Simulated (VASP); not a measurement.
NbAl (relaxed from the zinc blende structure, space group F-43m): computed properties

Method: PBE GGA, VASP's PBE PAW potentials (set 64) (plane waves; VASP).

```json
{
 "space_group": "F-43m (216)",
 "cell": "a = b = c = 5.945 Å, α = β = γ = 90.00°",
 "volume_per_atom": "26.27 Å³/atom",
 "band gap (over mesh and band path)": "none (metal, semimetal or under 0.01 eV)",
 "density": "3.79 g/cm³"
}
```

```cif
data_AlNb
_chemical_formula_sum 'Nb1 Al1'
_space_group_name_H-M_alt 'P 1'
_space_group_IT_number 1
_cell_length_a 4.20385
_cell_length_b 4.20385
_cell_length_c 4.20385
_cell_angle_alpha 60.000
_cell_angle_beta 60.000
_cell_angle_gamma 60.000
loop_
_space_group_symop_operation_xyz
  'x, y, z'
loop_
_atom_site_label
_atom_site_type_symbol
_atom_site_fract_x
_atom_site_fract_y
_atom_site_fract_z
_atom_site_occupancy
Nb1 Nb 0.00000 0.00000 0.00000 1
Al1 Al 0.25000 0.25000 0.25000 1
```

The structure was generated: NbAl was put into the zinc blende type (F-43m), which need not be its known phase. It was relaxed first, which changed the volume by -26 %. Symmetry was kept, so distortions that lower it aren't found.
